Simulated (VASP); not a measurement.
Input:

```xyz
4
Lattice="3.2350 0.0000 0.0000 -1.6175 2.8016 0.0000 0.0000 0.0000 5.3976" Properties=species:S:1:pos:R:3 pbc="T T T"
B      0.0000     0.0000     5.3976
B      0.0000     0.0000     2.6988
As     0.0000     1.8677     1.3494
As     1.6175     0.9339     4.0482
```

Method: PBEsol GGA, VASP's PBE PAW potentials (set 64) (plane waves; VASP). Run with 520 eV cut-off, Gaussian smearing of 0.050 eV, potentials B As.

Question: What does the run give for the band gap (along the path) with the smallest direct gap where there is one?

Answer: 
```
Property                                                      Value
-------------------------  ----------------------------------------
band gap (along the path)  none (metal, semimetal or under 0.01 eV)
```

Total energies compare only between runs with the same potentials, cut-off and functional.

The structure was generated: BAs was put into the NiAs type type (P6_3/mmc), which need not be its known phase. It was relaxed first, which changed the volume by +20 %.
